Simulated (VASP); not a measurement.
These are RPBE GGA, VASP's PBE PAW potentials (set 64) (plane waves; VASP) values and carry that method's errors.

Input for VASP

File POSCAR:
```
P
1.0
  1.6952930251  -7.3276252309   0.0000000000
  1.6952930251   7.3276252309   0.0000000000
  0.0000000000   0.0000000000   4.8188991348
P
4
Cartesian
  1.6952930251   6.2605300287   4.3736320890
  1.6952930251   1.0670952022   1.9641825216
  1.6952930251  -1.0670952022   2.8547166132
  1.6952930251  -6.2605300287   0.4452670458
```

INCAR:
```
! general
SYSTEM = P
PREC   = Accurate
ENCUT  = 520   ! plane-wave cut-off (eV)
LREAL  = .False.   ! projection in real space or not
LASPH  = .True.

! electronic loop
EDIFF  = 1E-7   ! SCF stop (eV)
NELM   = 100   ! most electronic steps
ALGO   = Normal   ! blocked Davidson

! smearing
ISMEAR = 0
SIGMA  = 0.05

! functional
GGA    = RP

! ions
IBRION = 2
NSW    = 30   ! most ionic steps
ISIF   = 4
EDIFFG = -0.01

! output
LWAVE  = .False.
LCHARG = .False.
```

KPOINTS:
```
Automatic
0
gamma
7 7 5
```

POTCAR, in this order: P (PBE.64 set). Program: vasp_std.

Output

**OUTCAR**
```
 ion  position               nearest neighbor table
   1  0.073  0.927  0.908-   3 2.28   3 2.28   4 2.31
   2  0.427  0.573  0.408-   4 2.28   4 2.28   3 2.31
   3  0.573  0.427  0.592-   1 2.28   1 2.28   2 2.31
   4  0.927  0.073  0.092-   2 2.28   2 2.28   1 2.31
  LATTYP: Found a base centered orthorhombic cell.
 ALAT       =     3.3905860502
 B/A-ratio  =     4.3223355033
 C/A-ratio  =     1.4212584678
 Subroutine PRICEL returns:
 Original cell was already a primitive cell.
 Subroutine GETGRP returns: Found  8 space group operations
The static configuration has the point symmetry C_2h.
 The point group associated with its full space group is D_2h.
The dynamic configuration has the point symmetry C_2h.
 Subroutine INISYM returns: Found  8 space group operations
 Subroutine IBZKPT returns following result:
 Found     48 irreducible k-points:

 Following reciprocal coordinates:
            Coordinates               Weight
  0.000000  0.000000  0.000000      1.000000
  0.142857 -0.000000  0.000000      4.000000
  0.285714  0.000000  0.000000      4.000000
  0.428571  0.000000  0.000000      4.000000
  0.142857  0.142857  0.000000      2.000000
  0.285714  0.142857  0.000000      4.000000
  0.428571  0.142857  0.000000      4.000000
 -0.428571  0.142857  0.000000      4.000000
 -0.285714  0.142857  0.000000      4.000000
 -0.142857  0.142857  0.000000      2.000000
  0.285714  0.285714  0.000000      2.000000
  0.428571  0.285714  0.000000      4.000000
 -0.428571  0.285714  0.000000      4.000000
 -0.285714  0.285714  0.000000      2.000000
  0.428571  0.428571  0.000000      2.000000
 -0.428571  0.428571  0.000000      2.000000
  0.000000  0.000000  0.200000      2.000000
  0.142857 -0.000000  0.200000      8.000000
  0.285714  0.000000  0.200000      8.000000
  0.428571  0.000000  0.200000      8.000000
  0.142857  0.142857  0.200000      4.000000
  0.285714  0.142857  0.200000      8.000000
  0.428571  0.142857  0.200000      8.000000
 -0.428571  0.142857  0.200000      8.000000
 -0.285714  0.142857  0.200000      8.000000
 -0.142857  0.142857  0.200000      4.000000
  0.285714  0.285714  0.200000      4.000000
  0.428571  0.285714  0.200000      8.000000
 -0.428571  0.285714  0.200000      8.000000
 -0.285714  0.285714  0.200000      4.000000
  0.428571  0.428571  0.200000      4.000000
 -0.428571  0.428571  0.200000      4.000000
  0.000000  0.000000  0.400000      2.000000
  0.142857 -0.000000  0.400000      8.000000
  0.285714  0.000000  0.400000      8.000000
  0.428571  0.000000  0.400000      8.000000
  0.142857  0.142857  0.400000      4.000000
  0.285714  0.142857  0.400000      8.000000
  0.428571  0.142857  0.400000      8.000000
 -0.428571  0.142857  0.400000      8.000000
   k-points           NKPTS =     48   k-points in BZ     NKDIM =     48   number of bands    NBANDS=     14
   number of dos      NEDOS =    301   number of ions     NIONS =      4
   total plane-waves  NPLWV = 112896
   dimension x,y,z NGX =    56 NGY =   56 NGZ =   36
   dimension x,y,z NGXF=   112 NGYF=  112 NGZF=   72
   ions per type =               4
   PREC   = accura    normal or accurate (medium, high low for compatibility)
   ISTART =      0    job   : 0-new  1-cont  2-samecut
   ICHARG =      2    charge: 1-file 2-atom 10-const
   ISPIN  =      1    spin polarized calculation?
   LNONCOLLINEAR =      F non collinear calculations
   LSORBIT =      F    spin-orbit coupling
   INIWAV =      1    electr: 0-lowe 1-rand  2-diag
   ENCUT  =  520.0 eV  38.22 Ry    6.18 a.u.  13.98 13.98  8.96*2*pi/ulx,y,z
...
```

### OSZICAR
```
...
DAV:   4    -0.203459484893E+02    0.17136E-03   -0.47406E-04  1602   0.121E-01    0.193E-02
DAV:   5    -0.203458881578E+02    0.60332E-04   -0.64029E-05  1698   0.506E-02    0.110E-02
DAV:   6    -0.203458722335E+02    0.15924E-04   -0.21929E-05  1692   0.246E-02    0.441E-03
DAV:   7    -0.203458695482E+02    0.26853E-05   -0.24951E-06  1650   0.106E-02    0.198E-03
DAV:   8    -0.203458690696E+02    0.47859E-06   -0.68316E-07  1728   0.530E-03    0.922E-04
DAV:   9    -0.203458690542E+02    0.15461E-07   -0.29914E-08   930   0.144E-03
   6 F= -.20345869E+02 E0= -.20345869E+02  d E =-.150751E-02
       N       E                     dE             d eps       ncg     rms          rms(c)
DAV:   1    -0.203487060262E+02   -0.28370E-02   -0.12287E-01  1344   0.193E+00    0.248E-01
DAV:   2    -0.203474108071E+02    0.12952E-02   -0.52509E-03  1530   0.515E-01    0.114E-01
DAV:   3    -0.203466308739E+02    0.77993E-03   -0.14512E-03  1740   0.224E-01    0.529E-02
DAV:   4    -0.203464549945E+02    0.17588E-03   -0.48198E-04  1608   0.122E-01    0.195E-02
DAV:   5    -0.203463912035E+02    0.63791E-04   -0.66307E-05  1698   0.508E-02    0.111E-02
DAV:   6    -0.203463739685E+02    0.17235E-04   -0.23162E-05  1692   0.248E-02    0.447E-03
DAV:   7    -0.203463710382E+02    0.29303E-05   -0.27175E-06  1662   0.108E-02    0.201E-03
DAV:   8    -0.203463705331E+02    0.50506E-06   -0.71198E-07  1722   0.530E-03    0.929E-04
DAV:   9    -0.203463705150E+02    0.18064E-07   -0.32395E-08   960   0.147E-03
   7 F= -.20346371E+02 E0= -.20346371E+02  d E =-.200897E-02
       N       E                     dE             d eps       ncg     rms          rms(c)
DAV:   1    -0.203479238306E+02   -0.15533E-02   -0.72520E-02  1344   0.141E+00    0.127E-01
DAV:   2    -0.203478127008E+02    0.11113E-03   -0.30764E-03  1728   0.420E-01    0.637E-02
DAV:   3    -0.203476165258E+02    0.19618E-03   -0.35157E-04  1704   0.115E-01    0.279E-02
DAV:   4    -0.203475728115E+02    0.43714E-04   -0.13015E-04  1786   0.637E-02    0.122E-02
DAV:   5    -0.203475538189E+02    0.18993E-04   -0.19248E-05  1626   0.273E-02    0.702E-03
DAV:   6    -0.203475484476E+02    0.53714E-05   -0.73228E-06  1674   0.148E-02    0.305E-03
DAV:   7    -0.203475467416E+02    0.17059E-05   -0.24433E-06  1608   0.948E-03    0.158E-03
DAV:   8    -0.203475466161E+02    0.12549E-06   -0.44543E-07  1782   0.398E-03    0.601E-04
DAV:   9    -0.203475466014E+02    0.14683E-07   -0.31165E-08   792   0.150E-03
   8 F= -.20347547E+02 E0= -.20347547E+02  d E =-.117609E-02
       N       E                     dE             d eps       ncg     rms          rms(c)
DAV:   1    -0.203531167485E+02   -0.55701E-02   -0.65460E-01  1344   0.424E+00    0.382E-01
DAV:   2    -0.203521282827E+02    0.98847E-03   -0.27796E-02  1728   0.126E+00    0.191E-01
DAV:   3    -0.203503180527E+02    0.18102E-02   -0.31455E-03  1704   0.343E-01    0.827E-02
DAV:   4    -0.203499283259E+02    0.38973E-03   -0.11623E-03  1774   0.190E-01    0.363E-02
DAV:   5    -0.203497601516E+02    0.16817E-03   -0.17201E-04  1614   0.838E-02    0.207E-02
DAV:   6    -0.203497114837E+02    0.48668E-04   -0.69605E-05  1674   0.459E-02    0.943E-03
DAV:   7    -0.203496972549E+02    0.14229E-04   -0.23439E-05  1626   0.290E-02    0.503E-03
DAV:   8    -0.203496963173E+02    0.93760E-06   -0.37596E-06  1788   0.117E-02    0.179E-03
DAV:   9    -0.203496962408E+02    0.76456E-07   -0.32992E-07  1420   0.458E-03
   9 F= -.20349696E+02 E0= -.20349696E+02  d E =-.332573E-02
       N       E                     dE             d eps       ncg     rms          rms(c)
DAV:   1    -0.203617196763E+02   -0.12023E-01   -0.26352E+00  1344   0.853E+00    0.765E-01
DAV:   2    -0.203578547912E+02    0.38649E-02   -0.11226E-01  1698   0.254E+00    0.384E-01
DAV:   3    -0.203503368304E+02    0.75180E-02   -0.12375E-02  1662   0.685E-01    0.163E-01
DAV:   4    -0.203487690869E+02    0.15677E-02   -0.46965E-03  1778   0.382E-01    0.722E-02
DAV:   5    -0.203480917586E+02    0.67733E-03   -0.69538E-04  1584   0.176E-01    0.401E-02
DAV:   6    -0.203478753968E+02    0.21636E-03   -0.31592E-04  1674   0.998E-02    0.201E-02
DAV:   7    -0.203478075724E+02    0.67824E-04   -0.10767E-04  1632   0.612E-02    0.109E-02
DAV:   8    -0.203478032229E+02    0.43495E-05   -0.14061E-05  1782   0.230E-02    0.385E-03
DAV:   9    -0.203478027255E+02    0.49741E-06   -0.17371E-06  1724   0.975E-03    0.251E-03
DAV:  10    -0.203478027367E+02   -0.11209E-07   -0.98765E-08  1352   0.237E-03
  10 F= -.20347803E+02 E0= -.20347803E+02  d E =-.143222E-02
       N       E                     dE             d eps       ncg     rms          rms(c)
DAV:   1    -0.203577675290E+02   -0.99648E-02   -0.13876E+00  1344   0.616E+00    0.559E-01
DAV:   2    -0.203552674502E+02    0.25001E-02   -0.58607E-02  1686   0.183E+00    0.282E-01
DAV:   3    -0.203515241186E+02    0.37433E-02   -0.71047E-03  1662   0.513E-01    0.125E-01
DAV:   4    -0.203505872884E+02    0.93683E-03   -0.25767E-03  1774   0.282E-01    0.566E-02
DAV:   5    -0.203501473507E+02    0.43994E-03   -0.42716E-04  1656   0.115E-01    0.327E-02
DAV:   6    -0.203500127992E+02    0.13455E-03   -0.18759E-04  1680   0.664E-02    0.134E-02
DAV:   7    -0.203499838033E+02    0.28996E-04   -0.54787E-05  1638   0.404E-02    0.665E-03
DAV:   8    -0.203499817749E+02    0.20285E-05   -0.11741E-05  1758   0.199E-02    0.263E-03
DAV:   9    -0.203499818202E+02   -0.45304E-07   -0.76737E-07  1630   0.674E-03
  11 F= -.20349982E+02 E0= -.20349982E+02  d E =-.361131E-02
       N       E                     dE             d eps       ncg     rms          rms(c)
DAV:   1    -0.203504198130E+02   -0.43804E-03   -0.24660E-02  1416   0.909E-01    0.107E-01
DAV:   2    -0.203502935541E+02    0.12626E-03   -0.12459E-03  1854   0.236E-01    0.487E-02
DAV:   3    -0.203501953194E+02    0.98235E-04   -0.16152E-04  1842   0.776E-02    0.177E-02
DAV:   4    -0.203501737633E+02    0.21556E-04   -0.37169E-05  1724   0.361E-02    0.850E-03
DAV:   5    -0.203501638722E+02    0.98911E-05   -0.10157E-05  1656   0.168E-02    0.276E-03
DAV:   6    -0.203501610175E+02    0.28547E-05   -0.36555E-06  1686   0.901E-03    0.218E-03
DAV:   7    -0.203501606126E+02    0.40497E-06   -0.26698E-07  1588   0.334E-03    0.983E-04
DAV:   8    -0.203501604443E+02    0.16827E-06   -0.15184E-07  1300   0.224E-03    0.220E-04
DAV:   9    -0.203501604417E+02    0.26369E-08   -0.62780E-09   738   0.578E-04
  12 F= -.20350160E+02 E0= -.20350160E+02  d E =-.178621E-03
       N       E                     dE             d eps       ncg     rms          rms(c)
DAV:   1    -0.203501729362E+02   -0.12492E-04   -0.63087E-04  1416   0.145E-01    0.170E-02
DAV:   2    -0.203501699001E+02    0.30362E-05   -0.31819E-05  1854   0.377E-02    0.775E-03
DAV:   3    -0.203501674662E+02    0.24339E-05   -0.40817E-06  1842   0.123E-02    0.283E-03
DAV:   4    -0.203501669508E+02    0.51534E-06   -0.96769E-07  1724   0.578E-03    0.135E-03
DAV:   5    -0.203501667737E+02    0.17712E-06   -0.26754E-07  1494   0.271E-03    0.416E-04
DAV:   6    -0.203501667664E+02    0.73665E-08   -0.99446E-08  1170   0.159E-03
  13 F= -.20350167E+02 E0= -.20350167E+02  d E =-.184946E-03
       N       E                     dE             d eps       ncg     rms          rms(c)
DAV:   1    -0.203502178504E+02   -0.51077E-04   -0.10993E-02  1344   0.590E-01    0.698E-02
DAV:   2    -0.203502534449E+02   -0.35594E-04   -0.63449E-04  1800   0.178E-01    0.240E-02
DAV:   3    -0.203502417232E+02    0.11722E-04   -0.29986E-05  2066   0.380E-02    0.212E-02
DAV:   4    -0.203502378167E+02    0.39065E-05   -0.12734E-05  1674   0.214E-02    0.863E-03
DAV:   5    -0.203502377158E+02    0.10090E-06   -0.20682E-06  1748   0.922E-03    0.324E-03
DAV:   6    -0.203502376534E+02    0.62380E-07   -0.12121E-07  1152   0.241E-03
  14 F= -.20350238E+02 E0= -.20350238E+02  d E =-.708870E-04
```

OUTCAR:
```
------------------------ aborting loop because EDIFF is reached ----------------------------------------
  FORCE on cell =-STRESS in cart. coord.  units (eV):
  Direction    XX          YY          ZZ          XY          YZ          ZX
  --------------------------------------------------------------------------------------
  Total       -0.0204245     -0.0246849     -0.0260397      0.0000000      0.0000000      0.0000000
  in kB       -0.2733232     -0.3303358     -0.3484666      0.0000000      0.0000000      0.0000000
  external PRESSURE =      -0.3173752 kB  Pullay stress =       0.0000000 kB
  volume of cell :      119.73
      direct lattice vectors                 reciprocal lattice vectors
     1.659045512 -7.594718370  0.000000000     0.301378109 -0.065835226 -0.000000000
     1.659045512  7.594718370 -0.000000000     0.301378109  0.065835226  0.000000000
     0.000000000 -0.000000000  4.751009368     0.000000000  0.000000000  0.210481589
 POSITION                                       TOTAL-FORCE (eV/Angst)
 -----------------------------------------------------------------------------------
      1.65905      6.54971      4.30831         0.000000     -0.002330     -0.004570
      1.65905      1.04501      1.93280         0.000000      0.002330     -0.004570
      1.65905     -1.04501      2.81821         0.000000     -0.002330      0.004570
      1.65905     -6.54971      0.44270         0.000000      0.002330      0.004570
 -----------------------------------------------------------------------------------
    total drift:                                0.000000     -0.000000      0.000000
  FREE ENERGIE OF THE ION-ELECTRON SYSTEM (eV)
  ---------------------------------------------------
  free  energy   TOTEN  =       -20.3502376534 eV

  energy  without entropy=      -20.3502376534  energy(sigma->0) =      -20.35023765

 reached required accuracy - stopping structural energy minimisation
```
(Selected blocks of OUTCAR.)

File CONTCAR:
```
P
   1.00000000000000
     1.6590455123960774   -7.5947183700118011    0.0000000000000000
     1.6590455123960774    7.5947183700118011   -0.0000000000000000
     0.0000000000000000   -0.0000000000000000    4.7510093675502070
  P
     4
Direct
     0.0687983406858663    0.9312016593141336    0.9068192686486122
     0.4312016593141337    0.5687983406858664    0.4068192686486121
     0.5687983406858664    0.4312016593141337    0.5931807313513878
     0.9312016593141336    0.0687983406858663    0.0931807313513879
```

Without a dispersion term in the relaxation, distances and binding between the weakly bound layers, chains or molecules are unreliable, and so is what depends on them.

The compound is P in the black structure. This cell is one point of a volume scan, at 1.06 of the reference volume. Symmetry was kept, so distortions that lower it aren't found.
